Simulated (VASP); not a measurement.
Computed with LDA (Ceperley-Alder, Perdew-Zunger), VASP's LDA PAW potentials (set 64) (plane waves; VASP).

VASP ran on this input.

**POSCAR**
```
Pt
1.0
  0.0000000000   1.9715750000   1.9715750000
  1.9715750000   0.0000000000   1.9715750000
  1.9715750000   1.9715750000   0.0000000000
Pt
1
direct
  0.0000000000   0.0000000000   0.0000000000
```

INCAR:
```
SYSTEM = Pt
PREC = Accurate
ENCUT = 400
EDIFF = 1E-6
NELM = 100
ALGO = Normal
LREAL = .FALSE.
LASPH = .TRUE.
ISMEAR = 1
SIGMA = 0.1
LMAXMIX = 6
LWAVE = .FALSE.
LCHARG = .FALSE.
IBRION = 2
ISIF = 3
NSW = 60
EDIFFG = -0.01
```

### KPOINTS
```
Automatic mesh
0
Gamma
14 14 14
0 0 0
```

POTCAR, in this order: Pt (LDA.64 set). Program: vasp_std.

Energy and stress use the plane-wave basis of the starting cell. Unless said otherwise, spin-orbit coupling is left out, though it shifts the bands of the heavy elements here.

**Question.** Estimate the energy per atom (σ→0), volume per atom, band gap (on the k-mesh).

**Answer.** 
The energy per atom (σ→0) is -7.514 eV/atom and the band gap (on the k-mesh) is none (metal, semimetal or under 0.01 eV). The volume per atom is 14.79 Å³/atom.

File OSZICAR:
```
...
DAV:   7    -0.751341438909E+01   -0.98843E-06   -0.44236E-07  1546   0.455E-03
   3 F= -.75134144E+01 E0= -.75135508E+01  d E =-.176019E-01
       N       E                     dE             d eps       ncg     rms          rms(c)
DAV:   1    -0.751358508643E+01   -0.17169E-03   -0.33093E-03  1905   0.619E-01    0.859E-02
DAV:   2    -0.751345441159E+01    0.13067E-03   -0.38995E-04  1881   0.177E-01    0.339E-02
DAV:   3    -0.751344643087E+01    0.79807E-05   -0.40257E-05  1939   0.534E-02    0.172E-02
DAV:   4    -0.751344682747E+01   -0.39660E-06   -0.14572E-06  1924   0.886E-03
   4 F= -.75134468E+01 E0= -.75135826E+01  d E =-.176344E-01
```

The structure comes from a computed database's Pt entry (Fm-3m); how it stands against other phases isn't given here. This run relaxes it. Symmetry was kept, so distortions that lower it aren't found.
